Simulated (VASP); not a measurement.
A convergence study with VASP on CaF₂: one setting is varied, all else stays as given below, so the limit is that of these other settings.

```
CaF2
1.0
    3.88011     0.00000     0.00000
    1.94005     3.36027     0.00000
    0.00000     0.00000    21.92019
Ca F
3 6
Cartesian
  0.00000   0.00000   7.79199
  1.94005   1.12009  10.96010
  3.88011   2.24018  14.12820
  3.88011   2.24018   6.99999
  1.94005   1.12009   8.58399
  0.00000   0.00000  10.16810
  3.88011   2.24018  11.75209
  1.94005   1.12009  13.33609
  0.00000   0.00000  14.92020
```

These are PBE GGA, VASP's PBE PAW potentials (set 64) (plane waves; VASP) values and carry that method's errors. The tightest run used: 800 eV cut-off, 7×7×1 Γ-centred mesh, Fermi-Dirac smearing of 0.020 eV, potentials Ca_sv F.

Q: The settings run are ENCUT = 200; ENCUT = 240; ENCUT = 280; ENCUT = 340; ENCUT = 480; ENCUT = 600; ENCUT = 800. From which on does the energy per atom stay within 0.01 eV/atom of the tightest run?

A: From ENCUT = 480 on: it is off by 0.0033 there and by no more than 0.01 in any finer run, while ENCUT = 340 is off by 0.0330.
```json
[
 {"setting": "ENCUT = 200", "E (eV/atom)": "-5.4066", "largest force (eV/Å)": "0.287", "plane waves": "1869", "difference judged (eV/atom)": "0.3116"},
 {"setting": "ENCUT = 240", "E (eV/atom)": "-5.9042", "largest force (eV/Å)": "0.076", "plane waves": "2437", "difference judged (eV/atom)": "0.1860"},
 {"setting": "ENCUT = 280", "E (eV/atom)": "-5.7780", "largest force (eV/Å)": "0.060", "plane waves": "3065", "difference judged (eV/atom)": "0.0599"},
 {"setting": "ENCUT = 340", "E (eV/atom)": "-5.7511", "largest force (eV/Å)": "0.166", "plane waves": "4086", "difference judged (eV/atom)": "0.0330"},
 {"setting": "ENCUT = 480", "E (eV/atom)": "-5.7148", "largest force (eV/Å)": "0.132", "plane waves": "6856", "difference judged (eV/atom)": "0.0033"},
 {"setting": "ENCUT = 600", "E (eV/atom)": "-5.7159", "largest force (eV/Å)": "0.131", "plane waves": "9585", "difference judged (eV/atom)": "0.0023"},
 {"setting": "ENCUT = 800", "E (eV/atom)": "-5.7182", "largest force (eV/Å)": "0.129", "plane waves": "14737", "difference judged (eV/atom)": "0.0000"}
]
```

Left out are rungs that failed or repeat a setting and relaxations that didn't move; long series are thinned to 24 rows.

The cell is a sheet or thin cut with vacuum, built from a generated structure.
